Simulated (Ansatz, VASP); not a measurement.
## Two plane-wave programs on Pb8SO15 (a cell with a defect) (PbO2)

```
Pb S O
1.0
     0.00000    5.14000    5.14000
     5.14000    0.00000    5.14000
     5.14000    5.14000    0.00000
Pb S O
8 1 15
Direct
  0.00000 0.00000 0.00000
  0.00000 0.00000 0.50000
  0.00000 0.50000 0.00000
  0.00000 0.50000 0.50000
  0.50000 0.00000 0.00000
  0.50000 0.00000 0.50000
  0.50000 0.50000 0.00000
  0.50000 0.50000 0.50000
  0.12500 0.12500 0.12500
  0.12500 0.12500 0.62500
  0.12500 0.62500 0.12500
  0.12500 0.62500 0.62500
  0.62500 0.12500 0.12500
  0.62500 0.12500 0.62500
  0.62500 0.62500 0.12500
  0.62500 0.62500 0.62500
  0.37500 0.37500 0.37500
  0.37500 0.37500 0.87500
  0.37500 0.87500 0.37500
  0.37500 0.87500 0.87500
  0.87500 0.37500 0.37500
  0.87500 0.37500 0.87500
  0.87500 0.87500 0.37500
  0.87500 0.87500 0.87500
```

Alike in both runs: task electric field gradients; functional PBE; k mesh 3 × 3 × 3; occupations fermi-dirac, width 0.01 eV; no spin polarisation.

```csv
,VASP,Ansatz
version,VASP 6.6.1,Ansatz 0.2.0
potentials or method,"VASP PAW PBE potentials, release 64 (Pb_d, S, O)","plane-wave PAW, scalar-relativistic"
plane-wave cutoff (eV),520,420
valence electrons in the cell,208,208
```

|  | VASP | Ansatz | Ansatz less VASP |
| --- | --- | --- | --- |
| rms of the force components (eV/Å) | 1.384 | 1.404 | +0.0199 |
| Vzz of the field gradient on the site that differs most (V/Å²) | -273.1 | -200.6 | +72.51 |

Atom by atom the forces differ by 0.020 eV/Å (rms over components). Ansatz warned: «gradients_without_spin_orbit».

 The runs have no spin-orbit coupling, so splittings on Pb are missing.
